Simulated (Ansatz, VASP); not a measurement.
# SiTe2WS2 (1T-SiSTe under 2H-WSTe, AA): VASP beside Ansatz

Wanted: the spread between two codes on one cell, functional and k mesh. Of the first pair: The structure shown is the start of the Ansatz relaxation below; VASP solves that cell, so the two are compared at the walk's first step.

Main program and level: Ansatz 0.2.0; plane waves, with VASP 6.6.1 beside it; PBE with D3(BJ).

## 1. The structure

The cell holds 6 atoms: 2 Te, 1 Si, 2 S and 1 W. Its edges and angles: a = 3.363 Å, b = 3.363 Å, c = 42.137 Å, α = 90.0°, β = 90.0°, γ = 120.0°. Vacuum lies along c. The height across the vacuum is the one that the program set for its solve, not the one typed.

## 2. Ansatz: relaxation, PBE with D3(BJ)

Ansatz runs on its default PAW (the set named soft_2) files.

The two programs are compared at the cell with which this relaxation starts, whose forces are those of its first step.

input.yaml

```yaml
crystal:
  lattice:
    - [3.36314925, 0.0, 0.0]
    - [-1.681574625, 2.9125726872, 0.0]
    - [0.0, 0.0, 23.1684290401]
  atoms:
    - { symbol: Te, position: [0.6666666667, 0.3333333333, 0.3021352888] }
    - { symbol: Si, position: [0.0, 0.0, 0.3630091467] }
    - { symbol: S, position: [0.3333333333, 0.6666666667, 0.4016145779] }
    - { symbol: Te, position: [0.3333333333, 0.6666666667, 0.5375754579] }
    - { symbol: W, position: [0.0, 0.0, 0.6280489521] }
    - { symbol: S, position: [0.3333333333, 0.6666666667, 0.6978647112] }
  periodic: [true, true, false]
kpoints:
  mp_grid: { grid: [9, 9, 1] }
hamiltonian:
  xc: pbe
  dispersion: d3bj
scf:
  occupations: { method: fermi_dirac, width: 0.05 }
relax:
  f_tol: 0.01
  max_steps: 90
  cell: {}
```

Command:

```bash
$ ansatz run input.yaml --threads 4 --pin off --max-ram 8192MiB --backend cpu --events-out ev --progress --plain --runs-dir out
```

Numbers of over 12 decimals in the logs are rounded to 6 here.

Output:

```text
Warning: crystal.periodic: the lattice vector that does not repeat stood 0.000° off the slab's normal, 23.168 Å along it as the deck builds it. The run solves the slab on a vector along the normal, 42.137 Å long, with every atom where it was (on the deck's vector they left 14.00 Å outside them, and the widest stretch free of ions among them is 3.15 Å). A fractional position that the run reports is one of the run's ce [...]
crystal.periodic: the lattice vector that does not repeat stood 0.000° off the slab's normal, 23.168 Å along it as the deck builds it. The run solves the slab on a vector along the normal, 42.137 Å long, with every atom where it was (on the deck's vector they left 14.00 Å outside them, and the widest stretch free of ions among them is 3.15 Å). A fractional position that the run reports is one of the run's cell, which [...]
Engine: ansatz 0.2.0, x86_64-unknown-linux-gnu
Pseudopotentials: kind: paw
Pseudopotential: Te, paw, valence charge 16, recommended cutoff 420 eV (normal), Te.paw.azcp
Pseudopotential: Si, paw, valence charge 4, recommended cutoff 420 eV (normal), Si.paw.azcp
Pseudopotential: S, paw, valence charge 6, recommended cutoff 420 eV (normal), S.paw.azcp
Pseudopotential: W, paw, valence charge 14, recommended cutoff 420 eV (normal), W.paw.azcp
Functional definition: PBE
  parameter kappa = 0.804
  parameter beta = 0.066725
  exchange = pbe_x(kappa = kappa, mu = beta*pi^2/3)
  correlation = pbe_c(beta = beta)
Crystal: 6 atoms, lattice volume = 412.748 Å³
Basis set: ecut = 420 eV, 8157 PW (Γ), exchange–correlation on 48×48×576 points (8 copies of the dense FFT grid, shifted against one another)
Bands: 38, of which v1, the nominal top of the filled ones, is band 31 counted from 1 (30 counted from 0)
Symmetry: 6 space group operations
Space group: P3m1 (ITA 156), of the structure as read, at distance tolerance 7.4e-5 Å
k-points: 12 of 81 (time reversal used)
Non-local potential: Te, projectors of the file, l = 0: 2, l = 1: 2, l = 2: 2, l = 3: 2
Non-local potential: Si, projectors of the file, l = 0: 2, l = 1: 2, l = 2: 2
Non-local potential: S, projectors of the file, l = 0: 2, l = 1: 2, l = 2: 2
Non-local potential: W, projectors of the file, l = 0: 3, l = 1: 2, l = 2: 2, l = 3: 1
PAW form: soft (Blöchl's): semilocal exchange-correlation on the pseudo side does not see the compensation charge
PAW one-centre angular grid: Te, 590 points (default); XC on 64 Gauss nodes
PAW one-centre angular grid: Si, 110 points (default); XC on 64 Gauss nodes
[...]
relax step   6: F+E_penalty+E_count = -26788.13965419 eV  Δ(F+E_penalty+E_count) = -6.419e-3 eV  max|allowed force component| = 1.046e-1 eV/Å  Δτ_max = 0.0843 Å  P = -0.044 N/m  Ω = 423.546 Å³  energy of the carried Pulay correction = -5.942e-4 eV  fix = [c, alpha, beta]  reactions: c -0.000 N/m  (9 SCF iters, dr2 threshold 6.00e-7 eV, accepted)
[...]
relax step   7: F+E_penalty+E_count = -26788.14050835 eV  Δ(F+E_penalty+E_count) = -8.542e-4 eV  max|allowed force component| = 8.033e-3 eV/Å  Δτ_max = 0.0158 Å  P = -0.052 N/m  Ω = 424.250 Å³  energy of the carried Pulay correction = -6.324e-4 eV  fix = [c, alpha, beta]  reactions: c -0.000 N/m  (8 SCF iters, dr2 threshold 6.00e-7 eV, accepted)
[...]
relax step   8: F+E_penalty+E_count = -26788.14053027 eV  Δ(F+E_penalty+E_count) = -2.192e-5 eV  max|allowed force component| = 9.036e-3 eV/Å  Δτ_max = 0.0026 Å  P = -0.011 N/m  Ω = 424.091 Å³  energy of the carried Pulay correction = -6.238e-4 eV  fix = [c, alpha, beta]  reactions: c -0.000 N/m  (10 SCF iters, dr2 threshold 1.81e-9 eV, accepted)
[...]
relax step   9: F+E_penalty+E_count = -26788.14113714 eV  Δ(F+E_penalty+E_count) = -6.069e-4 eV  max|allowed force component| = 9.064e-3 eV/Å  Δτ_max = 0.0000 Å  P = -0.011 N/m  Ω = 424.091 Å³  fix = [c, alpha, beta]  reactions: c -0.000 N/m  stress off target by 1.13e-2 N/m on what of the cell is left free  SCF on the basis re-selected at this cell (its energy is not comparable with the rows above)  (8 SCF iters)
basis re-selected at this cell: Δ(F+E_penalty+E_count) = -6.069e-4 eV, ΔP = -0.000 N/m vs the last step (what re-selecting the basis moved, of the pressure what is left beyond the Pulay correction that the steps carried, after the strain that the cell walked since its last selection, with what the two solves' SCF thresholds leave and, on support functions, any second-order correction that the steps lacked; it is no m [...]
SCF converged after 8 iterations
Free energy (F): -26788.141137 eV
Harris-Foulkes:  -26788.141137 eV  (|F-HF|=3.78e-9)
Internal energy: -26788.123047 eV  (E = F + TS)
E sigma→0 (E₀):  -26788.132092 eV
Entropy (-TS):   -0.018090 eV (-3.015 meV/atom)
Fermi energy:    -4.783411 eV
--- Per-component energies (eV) ---
  E_band       = -1617.431507
  E_kinetic    = 1069.847782
  E_local      = -219471.879992  (includes V_loc(G=0)·N_el)
  E_nonlocal   = -537.511050
  E_hartree    = 109445.504856
  E_xc         = -766.590538
  E_vxc        = -671.044066  (∫ρ·V_xc dr)
  E_paw        = -19600.695257  (= ΣΔE_a)
  E_vpaw       = -897.853461  (= ΣTr[D̂ρ^β])
  E_aug_tail   = -0.000405  (compensation charges beyond the density's cutoff)
  E_ewald      = 103075.347288
  E_disp       = -2.145729  (pairwise vdW)
  E_smearing   = -0.018090  (= −TS)
  E_closure    = 0.000000  (closes the sum)
  Σ components = -26788.141137   (vs F -26788.141137, Δ=0.00e0)
--- Forces (eV/Å), atoms counted from 1 ---
  atom   1  Te     0.00000000     0.00000000    -0.00306908
  atom   2  Si     0.00000000     0.00000000     0.00906402
  atom   3  S     -0.00000000     0.00000000    -0.00608540
  atom   4  Te     0.00000000    -0.00000000    -0.00081153
  atom   5  W     -0.00000000     0.00000000     0.00133987
  atom   6  S      0.00000000     0.00000000    -0.00043735
  max |Σ_I F_I| component: 5.27e-7 eV/Å
--- 2D stress c σ (N/m, compression-positive) ---
       -0.011259       0.000000      -0.000000
        0.000000      -0.011259       0.000000
       -0.000000       0.000000      -0.000000
  P = ½ c Tr σ = -0.0113 N/m
--- Relaxed structure (8 steps of the walk, 8 accepted, 1 SCFs on fresh bases) ---
  F+E_penalty+E_count = -26788.14113714 eV   max|allowed force component| = 9.064e-3 eV/Å   (the final SCF, on the basis selected at the relaxed cell)
  cell:  # Å, volume = 424.0908 Å³
    - [3.409047, 3.3971487358015294e-18, 0]
    - [-1.704524, 2.952322, 0]
    - [0, 0, 42.136858]
  atoms:
    - { symbol: Te, position: [0.666667, 0.333333, 0.147770] }
    - { symbol: Si, position: [-2.1587669922548894e-17, -1.7475732795982988e-17, 0.190310] }
    - { symbol: S, position: [0.333333, 0.666667, 0.220130] }
    - { symbol: Te, position: [0.333333, 0.666667, 0.309594] }
    - { symbol: W, position: [-2.15876699225489e-17, -1.7475732795983006e-17, 0.354421] }
    - { symbol: S, position: [0.333333, 0.666667, 0.388936] }
```

## 3. VASP: single point, PBE with D3(BJ), start cell, pair 1

The same cell, functional, mesh and smearing now go to VASP, with its own data sets.

Lines of VASP's logs that name or quote its potential files are left out, and so is its time.

INCAR

```
SYSTEM = SiTe2WS2
PREC = Accurate
ENCUT = 520
EDIFF = 1E-06
NELM = 120
ISMEAR = -1
SIGMA = 0.05
LREAL = .FALSE.
ALGO = Normal
GGA = PE
IVDW = 12
NBANDS = 23
LASPH = .TRUE.
LORBIT = 11
LWAVE = .FALSE.
LCHARG = .FALSE.
ISIF = 2
LDIPOL = .TRUE.
IDIPOL = 3
DIPOL = 0.5 0.5 0.268
LVHAR = .TRUE.
GGA_COMPAT = .FALSE.
NELMDL = -8
KPAR = 2
```

POSCAR

```
SiTe2WS2
1.0
    3.3631490000      0.0000000000      0.0000000000
   -1.6815750000      2.9125730000      0.0000000000
    0.0000000000      0.0000000000     42.1368580000
Te Si S W
2 1 2 1
Direct
    0.6666666667      0.3333333333      0.1661253433
    0.3333333333      0.6666666667      0.2955792053
    0.0000000000      0.0000000000      0.1995960876
    0.3333333333      0.6666666667      0.2208228008
    0.3333333333      0.6666666667      0.3837122597
    0.0000000000      0.0000000000      0.3453249409
```

KPOINTS

```
Automatic mesh
0
Gamma
9 9 1
0 0 0
```

Potentials, in the order of the species: Te, Si, S and W (PBE family, release 64).

Command:

```bash
$ mpirun -np 2 vasp_std
```

Output:

```text
[banner, memory and clock lines left out]
running    2 mpi-ranks, on    1 nodes
 distrk:  each k-point on    1 cores,    2 groups
 distr:  one band on    1 cores,    1 groups

 POSCAR found type information on POSCAR TeSiS W
 POSCAR found :  4 types and       6 ions
 LDA part: xc-table for (Slater+PW92), standard interpolation
 POSCAR, INCAR and KPOINTS ok, starting setup
 FFT: planning ... GRIDC
 FFT: planning ... GRID_SOFT
 FFT: planning ... GRID
 WAVECAR not read
 entering main loop
       N       E                     dE             d eps       ncg     rms          rms(c)
DAV:   1     0.271722229213E+03    0.27172E+03   -0.11075E+04   552   0.107E+03
DAV:   2     0.249056639001E+01   -0.26923E+03   -0.26058E+03   852   0.205E+02
DAV:   3    -0.319503892442E+02   -0.34441E+02   -0.33894E+02   724   0.835E+01
DAV:   4    -0.331610719230E+02   -0.12107E+01   -0.12036E+01   880   0.179E+01
DAV:   5    -0.331767290924E+02   -0.15657E-01   -0.15626E-01   828   0.218E+00
DAV:   6    -0.331772889744E+02   -0.55988E-03   -0.55967E-03   896   0.302E-01
DAV:   7    -0.331772981574E+02   -0.91829E-05   -0.91824E-05   836   0.418E-02
DAV:   8    -0.331772985015E+02   -0.34409E-06   -0.34401E-06   712   0.606E-03    0.257E+01
DAV:   9    -0.322592775619E+02    0.91802E+00   -0.96909E+00   801   0.152E+01    0.143E+01
DAV:  10    -0.519497081086E+02   -0.19690E+02   -0.13038E+02   968   0.463E+01    0.452E+01
DAV:  11    -0.435725859582E+02    0.83771E+01   -0.33385E+01   757   0.167E+01    0.181E+01
DAV:  12    -0.331659141931E+02    0.10407E+02   -0.18491E+02   960   0.340E+01    0.132E+01
DAV:  13    -0.319533165433E+02    0.12126E+01   -0.21175E+01   693   0.166E+01    0.433E+00
DAV:  14    -0.314624747485E+02    0.49084E+00   -0.23316E+00   710   0.643E+00    0.310E+00
[...]
DAV:  39    -0.312566087051E+02   -0.35043E-05   -0.25442E-06   603   0.893E-03    0.143E-01
DAV:  40    -0.312566134252E+02   -0.47200E-05   -0.24257E-06   617   0.128E-02    0.133E-01
DAV:  41    -0.312566218749E+02   -0.84497E-05   -0.66181E-06   650   0.150E-02    0.103E-01
DAV:  42    -0.312566204071E+02    0.14678E-05   -0.18393E-06   488   0.865E-03    0.990E-02
DAV:  43    -0.312566182996E+02    0.21075E-05   -0.67038E-07   423   0.453E-03    0.914E-02
DAV:  44    -0.312566133753E+02    0.49243E-05   -0.50203E-07   508   0.535E-03    0.863E-02
DAV:  45    -0.312566088469E+02    0.45283E-05   -0.14187E-06   517   0.704E-03    0.709E-02
DAV:  46    -0.312566086681E+02    0.17888E-06   -0.21717E-06   578   0.834E-03
   1 F= -.33653591E+02 E0= -.33641455E+02  d E =-.242715E-01
```

OUTCAR, selected parts (step 3):

```text
ion  position               nearest neighbor table
   1  0.667  0.333  0.166-   3 2.40   3 2.40   3 2.40   4 3.01   4 3.01   4 3.01
   2  0.333  0.667  0.296-   6 2.86   6 2.86   6 2.86   4 3.15
   3  0.000  0.000  0.200-   4 2.14   4 2.14   4 2.14   1 2.40   1 2.40   1 2.40
   4  0.333  0.667  0.221-   3 2.14   3 2.14   3 2.14   1 3.01   1 3.01   1 3.01   2 3.15
   5  0.333  0.667  0.384-   6 2.53   6 2.53   6 2.53
   6  0.000  0.000  0.345-   5 2.53   5 2.53   5 2.53   2 2.86   2 2.86   2 2.86

  LATTYP: Found a hexagonal cell.
 ALAT       =     3.3631490000
 C/A-ratio  =    12.5289893490

 Subroutine GETGRP returns: Found  6 space group operations
 (whereof  6 operations were pure point group operations)

The static configuration has the point symmetry C_3v.

 Found     12 irreducible k-points:

   k-points           NKPTS =     12   k-points in BZ     NKDIM =     12   number of bands    NBANDS=     23

   dimension x,y,z NGX =    28 NGY =   28 NGZ =  320
   dimension x,y,z NGXF=    56 NGYF=   56 NGZF=  640

   ENCUT  =  520.0 eV  38.22 Ry    6.18 a.u.   6.25  6.25 78.35*2*pi/ulx,y,z

   NELECT =      34.0000    total number of electrons

 k-points in reciprocal lattice and weights: Automatic mesh
   0.00000000  0.00000000  0.00000000       0.012
   0.11111111  0.00000000  0.00000000       0.074
   0.22222222  0.00000000  0.00000000       0.074
   0.33333333  0.00000000  0.00000000       0.074
   0.44444444  0.00000000  0.00000000       0.074
   0.11111111  0.11111111  0.00000000       0.074
   0.22222222  0.11111111  0.00000000       0.148
   0.33333333  0.11111111  0.00000000       0.148
   0.44444444  0.11111111  0.00000000       0.074
   0.22222222  0.22222222  0.00000000       0.074
   0.33333333  0.22222222  0.00000000       0.148
   0.33333333  0.33333333  0.00000000       0.025

 dipolmoment           0.000000      0.000000      0.046750 electrons x Angstroem

 average (electrostatic) potential at core
       1 -95.6418       2 -95.9155       3 -91.8187       4 -93.9824       5 -92.9813
       6 -47.4987

 E-fermi :  -1.6487

 k-point     1 :       0.0000    0.0000    0.0000
  band No.  band energies     occupation
    ...
     13      -1.9682      1.99665
     14      -1.9682      1.99665
     15      -1.8889      1.98375
     16      -1.8889      1.98375
     17      -1.7607      1.80749
     18      -0.2439      0.00000
     19       0.9857      0.00000
     20       0.9857      0.00000
     21       1.9479      0.00000
     22       1.9479      0.00000
    ...

 k-point     2 :       0.1111    0.0000    0.0000
  band No.  band energies     occupation
    ...
     13      -2.6375      2.00000
     14      -2.0949      1.99973
     15      -2.0156      1.99870
     16      -1.7847      1.87632
     17      -1.7438      1.74045
     18       0.5029      0.00000
     19       0.7204      0.00000
     20       1.0169      0.00000
     21       1.0361      0.00000
     22       1.8103      0.00000
    ...

 k-point     3 :       0.2222    0.0000    0.0000
  band No.  band energies     occupation
    ...
     13      -3.5409      2.00000
     14      -2.4016      2.00000
     15      -2.1350      1.99988
     16      -2.0709      1.99957
     17      -1.7233      1.63304
     18      -0.3568      0.00000
     19       0.0671      0.00000
     20       0.7568      0.00000
     21       1.0771      0.00000
     22       1.8829      0.00000
    ...

 Edisp (eV)   -2.39698

  Total       8.75698     8.75698     7.86619    -0.00000     0.00000     0.00000
  in kB      33.99223    33.99224    30.53443    -0.00001     0.00000     0.00000
  external pressure =       32.84 kB  Pullay stress =        0.00 kB

  energy-cutoff  :      520.00
  volume of cell :      412.75
      direct lattice vectors                 reciprocal lattice vectors
     3.363149000  0.000000000  0.000000000     0.297340380  0.171669568  0.000000000
    -1.681575000  2.912573000  0.000000000     0.000000000  0.343339034  0.000000000
     0.000000000  0.000000000 42.136858000     0.000000000  0.000000000  0.023732192

 POSITION                                       TOTAL-FORCE (eV/Angst)
 -----------------------------------------------------------------------------------
      1.68157      0.97086      7.00000         0.000000      0.000000     -5.982607
     -0.00000      1.94172     12.45478         0.000000      0.000000      2.606011
      0.00000      0.00000      8.41035         0.000000      0.000000      0.434620
     -0.00000      1.94172      9.30478        -0.000000      0.000000      4.878345
     -0.00000      1.94172     16.16843         0.000000      0.000000     -2.195937
      0.00000      0.00000     14.55091         0.000000      0.000000      0.259568
 -----------------------------------------------------------------------------------
    total drift:                               -0.000004     -0.000004      0.001550

  FREE ENERGIE OF THE ION-ELECTRON SYSTEM (eV)
  ---------------------------------------------------
  free  energy   TOTEN  =       -33.6535911347 eV

  energy  without entropy=      -33.6293196507  energy(sigma->0) =      -33.64145539

 vacuum level on the upper side and lower side of the slab         4.203         3.340

 total charge
# of ion       s       p       d       tot
------------------------------------------
    1        1.394   2.188   0.104   3.685
    2        1.408   1.920   0.064   3.392
    3        0.710   0.974   0.000   1.684
    4        1.340   2.534   0.000   3.875
    5        1.359   2.278   0.000   3.637
    6        0.486   0.501   3.945   4.931
--------------------------------------------------
tot          6.696  10.395   4.113  21.204

[... 3 further parts left out ...]
```

This run has no spin polarisation, so a moment on W, if there is one, isn't seen. The data set W keeps the semicore shell frozen, which is cheaper and a little less accurate.

(Part 1 of 2 ends here.)

[Lines on the potential files, build, host, timing and source positions are cut from VASP's logs without a mark.]

[Logs are printed without paths, hosts, clocks, repeated set-up lines and the standing remarks that a program may print on its own settings, such as how far it seeks lower states.]

[Hosts, paths, dates, database ids (printed as entryN), source tags and the programs' standing remarks are cut or masked in the printed files.]
